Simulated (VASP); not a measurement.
Output of a VASP run:

File OUTCAR:
```
 ion  position               nearest neighbor table
   1  0.946  0.054  0.183-   3 1.45
   2  0.054  0.946  0.683-   4 1.45
   3  0.751  0.249  0.996-   1 1.45
   4  0.249  0.751  0.496-   2 1.45
  LATTYP: Found a base centered orthorhombic cell.
 ALAT       =     5.3567321416
 B/A-ratio  =     1.1883543815
 C/A-ratio  =     1.0073584132
 Subroutine PRICEL returns:
 Original cell was already a primitive cell.
 Subroutine GETGRP returns: Found  4 space group operations
The static configuration has the point symmetry C_1h.
 The point group associated with its full space group is C_2v.
The dynamic configuration has the point symmetry C_1h.
 Subroutine INISYM returns: Found  4 space group operations
 Subroutine IBZKPT returns following result:
 Found     39 irreducible k-points:

 Following reciprocal coordinates:
            Coordinates               Weight
  0.000000  0.000000  0.000000      1.000000
  0.166667 -0.000000  0.000000      4.000000
  0.333333  0.000000  0.000000      4.000000
  0.500000  0.000000  0.000000      2.000000
  0.166667  0.166667  0.000000      2.000000
  0.333333  0.166667  0.000000      4.000000
  0.500000  0.166667  0.000000      4.000000
 -0.333333  0.166667  0.000000      4.000000
 -0.166667  0.166667  0.000000      2.000000
  0.333333  0.333333  0.000000      2.000000
  0.500000  0.333333  0.000000      4.000000
 -0.333333  0.333333  0.000000      2.000000
  0.500000  0.500000  0.000000      1.000000
  0.000000  0.000000  0.200000      2.000000
  0.166667 -0.000000  0.200000      8.000000
  0.333333  0.000000  0.200000      8.000000
  0.500000  0.000000  0.200000      4.000000
  0.166667  0.166667  0.200000      4.000000
  0.333333  0.166667  0.200000      8.000000
  0.500000  0.166667  0.200000      8.000000
 -0.333333  0.166667  0.200000      8.000000
 -0.166667  0.166667  0.200000      4.000000
  0.333333  0.333333  0.200000      4.000000
  0.500000  0.333333  0.200000      8.000000
 -0.333333  0.333333  0.200000      4.000000
  0.500000  0.500000  0.200000      2.000000
  0.000000  0.000000  0.400000      2.000000
  0.166667 -0.000000  0.400000      8.000000
  0.333333  0.000000  0.400000      8.000000
  0.500000  0.000000  0.400000      4.000000
  0.166667  0.166667  0.400000      4.000000
  0.333333  0.166667  0.400000      8.000000
  0.500000  0.166667  0.400000      8.000000
 -0.333333  0.166667  0.400000      8.000000
 -0.166667  0.166667  0.400000      4.000000
  0.333333  0.333333  0.400000      4.000000
  0.500000  0.333333  0.400000      8.000000
 -0.333333  0.333333  0.400000      4.000000
  0.500000  0.500000  0.400000      2.000000
   k-points           NKPTS =     39   k-points in BZ     NKDIM =     39   number of bands    NBANDS=     12
   number of dos      NEDOS =    601   number of ions     NIONS =      4
   total plane-waves  NPLWV =  28224
   dimension x,y,z NGX =    28 NGY =   28 NGZ =   36
   dimension x,y,z NGXF=    56 NGYF=   56 NGZF=   72
   ions per type =               2   2
   PREC   = accura    normal or accurate (medium, high low for compatibility)
   ISTART =      0    job   : 0-new  1-cont  2-samecut
   ICHARG =      2    charge: 1-file 2-atom 10-const
   ISPIN  =      1    spin polarized calculation?
   LNONCOLLINEAR =      F non collinear calculations
   LSORBIT =      F    spin-orbit coupling
   INIWAV =      1    electr: 0-lowe 1-rand  2-diag
   ENCUT  =  400.0 eV  29.40 Ry    5.42 a.u.   6.78  6.78  8.80*2*pi/ulx,y,z
   NELM   =    100;   NELMIN=  2; NELMDL= -5     # of ELM steps
   EDIFF  = 0.1E-06   stopping-criterion for ELM
   LREAL  =      F    real-space projection
   NLSPLINE    = F    spline interpolate recip. space projectors
   LMAXMIX     =    4 max onsite mixed and CHGCAR
   VOSKOWN=      0    Vosko Wilk Nusair interpolation
...
```

**OSZICAR**
```
       N       E                     dE             d eps       ncg     rms          rms(c)
DAV:   1     0.515263218546E+02    0.51526E+02   -0.55964E+03   936   0.890E+02
DAV:   2    -0.324764224947E+02   -0.84003E+02   -0.80754E+02  1436   0.170E+02
DAV:   3    -0.378828894924E+02   -0.54065E+01   -0.53911E+01  1184   0.508E+01
DAV:   4    -0.379300300575E+02   -0.47141E-01   -0.47115E-01  1056   0.580E+00
DAV:   5    -0.379305343701E+02   -0.50431E-03   -0.50423E-03  1168   0.568E-01    0.786E+00
DAV:   6    -0.359226120653E+02    0.20079E+01   -0.41465E-01   944   0.613E+00    0.531E+00
DAV:   7    -0.327148910654E+02    0.32077E+01   -0.99079E-01  1004   0.737E+00    0.155E+00
DAV:   8    -0.341828661654E+02   -0.14680E+01   -0.43881E-01   944   0.562E+00    0.389E-01
DAV:   9    -0.344619274585E+02   -0.27906E+00   -0.20560E-01   936   0.413E+00    0.226E-01
DAV:  10    -0.344986319528E+02   -0.36704E-01   -0.11689E-01   956   0.401E+00    0.213E-01
DAV:  11    -0.344479310609E+02    0.50701E-01   -0.71595E-03  1020   0.105E+00    0.161E-01
DAV:  12    -0.345097021053E+02   -0.61771E-01   -0.44181E-02   936   0.290E+00    0.701E-02
DAV:  13    -0.344841205063E+02    0.25582E-01   -0.13227E-02   936   0.151E+00    0.491E-02
DAV:  14    -0.345056033338E+02   -0.21483E-01   -0.33469E-03   952   0.802E-01    0.299E-02
DAV:  15    -0.345106301139E+02   -0.50268E-02   -0.37511E-03   936   0.760E-01    0.980E-03
DAV:  16    -0.345108265810E+02   -0.19647E-03   -0.10557E-04  1120   0.119E-01    0.835E-03
DAV:  17    -0.345107849875E+02    0.41594E-04   -0.16730E-05  1032   0.485E-02    0.809E-03
DAV:  18    -0.345108209104E+02   -0.35923E-04   -0.80774E-06  1024   0.334E-02    0.533E-03
DAV:  19    -0.345108357401E+02   -0.14830E-04   -0.97988E-06  1008   0.378E-02    0.213E-03
DAV:  20    -0.345108347950E+02    0.94509E-06   -0.10205E-06  1040   0.119E-02    0.115E-03
DAV:  21    -0.345108354936E+02   -0.69861E-06   -0.30064E-07  1036   0.697E-03    0.468E-04
DAV:  22    -0.345108358301E+02   -0.33645E-06   -0.10089E-07   720   0.379E-03    0.261E-04
DAV:  23    -0.345108360649E+02   -0.23478E-06   -0.13764E-07   672   0.447E-03    0.214E-04
DAV:  24    -0.345108360683E+02   -0.34333E-08   -0.73823E-09   552   0.122E-03
   1 F= -.34510836E+02 E0= -.34510836E+02  d E =0.000000E+00
       N       E                     dE             ncg
       N       E                     dE             ncg
```

OUTCAR:
```
------------------------ aborting loop because EDIFF is reached ----------------------------------------
  FORCE on cell =-STRESS in cart. coord.  units (eV):
  Direction    XX          YY          ZZ          XY          YZ          ZX
  --------------------------------------------------------------------------------------
  Total       -0.0667486     -0.0460967      0.0004878      0.0000000      0.0000000      0.0000000
  in kB       -1.1623931     -0.8027510      0.0084940      0.0000000      0.0000000      0.0000000
  external PRESSURE =      -0.6522167 kB  Pullay stress =       0.0000000 kB
  volume of cell :       92.00
      direct lattice vectors                 reciprocal lattice vectors
     3.182848056 -2.678366071  0.000000000     0.157092010 -0.186680979  0.000000000
     3.182848056  2.678366071  0.000000000     0.157092010  0.186680979  0.000000000
     0.000000000  0.000000000  5.396149190     0.000000000  0.000000000  0.185317337
 POSITION                                       TOTAL-FORCE (eV/Angst)
 -----------------------------------------------------------------------------------
      3.18285     -2.38809      0.98752         0.000000      0.017857     -0.004578
      3.18285      2.38809      3.68560         0.000000     -0.017857     -0.004578
      3.18285     -1.34292      5.37454         0.000000      0.007452      0.004578
      3.18285      1.34292      2.67646         0.000000     -0.007452      0.004578
 -----------------------------------------------------------------------------------
    total drift:                                0.000000     -0.000000      0.000395
  FREE ENERGIE OF THE ION-ELECTRON SYSTEM (eV)
  ---------------------------------------------------
  free  energy   TOTEN  =       -34.5108360683 eV

  energy  without entropy=      -34.5108360683  energy(sigma->0) =      -34.51083607

 total charge

# of ion       s       p       d       tot
------------------------------------------
    1        0.487   0.037   0.000   0.523
    2        0.487   0.037   0.000   0.523
    3        1.608   3.292   0.033   4.933
    4        1.608   3.292   0.033   4.933
--------------------------------------------------
tot          4.190   6.657   0.065  10.913
```
(Selected blocks of OUTCAR.)

POSCAR:
```
HBr
1
    3.1828480555    -2.6783660708     0.0000000000
    3.1828480555     2.6783660708     0.0000000000
    0.0000000000     0.0000000000     5.3961491902
H Br
2 2
Direct
  0.9458117885   0.0541882115   0.1830054740
  0.0541882115   0.9458117885   0.6830054740
  0.7506970540   0.2493029460   0.9959945260
  0.2493029460   0.7506970540   0.4959945260
```

Write an INCAR and KPOINTS that could have produced this output.

One answer among several that fit: the input of the run itself, r2SCAN meta-GGA, plane waves, VASP's PBE PAW potentials (set 64).

File KPOINTS:
```
Automatic mesh
0
Gamma
6 6 5
0 0 0
```

INCAR:
```
! general
SYSTEM  = HBr
PREC    = Accurate
ENCUT   = 400   ! plane-wave cut-off (eV)
LREAL   = .FALSE.   ! projection in real space or not
LASPH   = .TRUE.   ! aspherical one-centre terms

! electronic loop
EDIFF   = 1E-7
NELM    = 100   ! most electronic steps
ALGO    = Normal   ! blocked Davidson
LMAXMIX = 4   ! l cut-off of mixed one-centre charges
LMIXTAU = .TRUE.

! smearing
ISMEAR  = -5   ! tetrahedra, Bloechl

! functional
METAGGA = R2SCAN

! ions
ISIF    = 2   ! forces and stress, cell fixed

! output
LWAVE   = .FALSE.
LCHARG  = .FALSE.
LORBIT  = 11   ! lm-projected
NEDOS   = 601   ! DOS grid

! other
LEFG    = .TRUE.
```

### KPOINTS_OPT
```
k-points along high-symmetry lines
5
Line-mode
Reciprocal
  0.000000   0.000000   0.000000 ! GAMMA
  0.500000   0.500000   0.000000 ! Y

  0.500000   0.500000   0.000000 ! Y
  0.552469   0.447531   0.000000 ! F_0

  0.447531  -0.447531   0.000000 ! DELTA_0
  0.000000   0.000000   0.000000 ! GAMMA

  0.000000   0.000000   0.000000 ! GAMMA
  0.000000   0.000000  -0.500000 ! Z

  0.000000   0.000000  -0.500000 ! Z
  0.447531  -0.447531  -0.500000 ! B_0

  0.552469   0.447531  -0.500000 ! G_0
  0.500000   0.500000  -0.500000 ! T

  0.500000   0.500000  -0.500000 ! T
  0.500000   0.500000   0.000000 ! Y

  0.000000   0.000000   0.000000 ! GAMMA
  0.500000   0.000000   0.000000 ! S

  0.500000   0.000000   0.000000 ! S
  0.500000   0.000000  -0.500000 ! R

  0.500000   0.000000  -0.500000 ! R
  0.000000   0.000000  -0.500000 ! Z

  0.000000   0.000000  -0.500000 ! Z
  0.500000   0.500000  -0.500000 ! T
```

POTCAR, in this order: H Br (PBE.64 set). Program: vasp_std.

The structure comes from a measured HBr entry (Cmc2_1) of the Crystallography Open Database, whose conditions weren't checked. It was relaxed first.
